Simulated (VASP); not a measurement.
OSZICAR of a VASP run on Cd₄Se₃Te (ordered alloy cell):

### OSZICAR
```
       N       E                     dE             d eps       ncg     rms          rms(c)
DAV:   1     0.431284317237E+03    0.43128E+03   -0.29467E+04  6708   0.122E+03
DAV:   2     0.691111757146E+00   -0.43059E+03   -0.42257E+03  7564   0.326E+02
DAV:   3    -0.250209528410E+02   -0.25712E+02   -0.25607E+02  7764   0.793E+01
DAV:   4    -0.253286049469E+02   -0.30765E+00   -0.30726E+00  8214   0.799E+00
DAV:   5    -0.253312888846E+02   -0.26839E-02   -0.26834E-02  7743   0.680E-01    0.123E+01
DAV:   6    -0.239927863497E+02    0.13385E+01   -0.32538E+00  8115   0.140E+01    0.962E+00
DAV:   7    -0.239342467385E+02    0.58540E-01   -0.13129E+00  7089   0.476E+00    0.308E+00
DAV:   8    -0.239148031185E+02    0.19444E-01   -0.18889E-01  7338   0.343E+00    0.731E-01
DAV:   9    -0.239148433441E+02   -0.40226E-04   -0.22710E-02  7172   0.123E+00    0.320E-01
DAV:  10    -0.239148009655E+02    0.42379E-04   -0.10791E-03  7896   0.268E-01    0.149E-01
DAV:  11    -0.239148579252E+02   -0.56960E-04   -0.61274E-04  7503   0.181E-01    0.375E-02
DAV:  12    -0.239148769073E+02   -0.18982E-04   -0.12708E-04  7619   0.708E-02    0.333E-02
DAV:  13    -0.239148763653E+02    0.54205E-06   -0.13319E-04  7612   0.344E-02    0.194E-02
DAV:  14    -0.239148833371E+02   -0.69718E-05   -0.83621E-06  6973   0.185E-02    0.788E-03
DAV:  15    -0.239148835531E+02   -0.21607E-06   -0.41440E-06  7500   0.172E-02    0.611E-03
DAV:  16    -0.239148833860E+02    0.16717E-06   -0.48707E-07  6777   0.491E-03    0.575E-03
DAV:  17    -0.239148830404E+02    0.34557E-06   -0.41876E-07  5856   0.614E-03    0.423E-03
DAV:  18    -0.239148827852E+02    0.25515E-06   -0.38173E-07  5927   0.454E-03    0.383E-03
DAV:  19    -0.239148826924E+02    0.92848E-07   -0.12568E-07  4236   0.213E-03
   1 F= -.23914883E+02 E0= -.23914883E+02  d E =0.000000E+00
```

Q: Which electronic solver shows in the log?

A: It is blocked Davidson (ALGO = Normal, or the opening steps of other solvers). The INCAR had ALGO = Normal.

Q: Can the final energy be trusted as converged?

A: Self-consistency was reached. It stopped with EDIFF = 1E-7, NELM = 100 (PBEsol GGA, plane waves, VASP's PBE PAW potentials (set 64)).

The structure was generated: Cd4Se3Te was put into an ordered model structure (R3m), which need not be its known phase. It was relaxed first.
